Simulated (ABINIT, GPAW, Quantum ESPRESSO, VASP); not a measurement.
## Code comparison for HgPPd₅ (P4/mmm, 7 atoms in the cell)

Self-consistent single point.

```
HgPPd5
1.0
    4.01802     0.00000     0.00000
    0.00000     4.01802     0.00000
    0.00000     0.00000     7.18054
Hg P Pd
1 1 5
Direct
  0.50000   0.50000   0.00000
  0.00000   0.00000   0.50000
  0.00000   0.50000   0.30289
  0.00000   0.50000   0.69711
  0.50000   0.00000   0.30289
  0.50000   0.00000   0.69711
  0.00000   0.00000   0.00000
```

All programs got the same cell, k-point mesh and kind of occupations (in ABINIT's words: tsmear = 0.1 eV; ngkpt = 5 5 3; nshiftk = 1; shiftk = 0 0 0); potentials, basis and cutoffs are each program's usual ones.

| code | model | pressure (GPa) | largest force (eV/Å) | cutoff |
|---|---|---|---|---|
| ABINIT | PBEsol, PAW (JTH v2.0 PBE PAW, files made for PBE) | -11.66 | 0.119 | 24 Ha |
| VASP | PBEsol, VASP's PBE PAW potentials (set 64) | -11.82 | 0.123 | 300 eV |
| Quantum ESPRESSO | PBEsol, GBRV 1.5 ultrasoft (PBESOL) pseudopotentials | -11.36 | 0.096 | 40 Ry |
| GPAW | PBEsol, GPAW PAW datasets PBEsol (made by gpaw-setup) | -10.96 | 0.076 | 600 eV |

The spread over the programs that give each value: pressure within 0.86 GPa; largest force within 0.047 eV/Å.

The starting cell comes from a database of computed structures (which also holds hypothetical and non-ambient phases and stackings), without a prior relaxation at this level. Its lattice was rescaled by a random factor within 2.5 % of one. On ABINIT's run: Spin-orbit coupling is off. Spin polarisation is off; with an odd number of electrons in the cell that forces a metal, and a magnetic state may lie lower. The potentials were made for another functional than the one used. In the base run, with a pressure of about -12 GPa the cell is away from its equilibrium volume at this level.

**Question.** Why do the programs differ, and what cannot be compared?

**Answer.** Differences of this kind can come from the potentials, where these differ, and from what each basis and cutoff leave unconverged. The valence holds different numbers of electrons (ABINIT 107, VASP 67, Quantum ESPRESSO 97, GPAW 103). The zero of total energies and Fermi levels follows the potentials and each program's conventions, so they are not compared here.

VASP's run is marked for a possible Pulay error in its stress at this cutoff; no cutoff test was made.

Left out of this page: Ansatz, CP2K, Elk, FLEUR and SIESTA (not drawn, or without a comparable value).
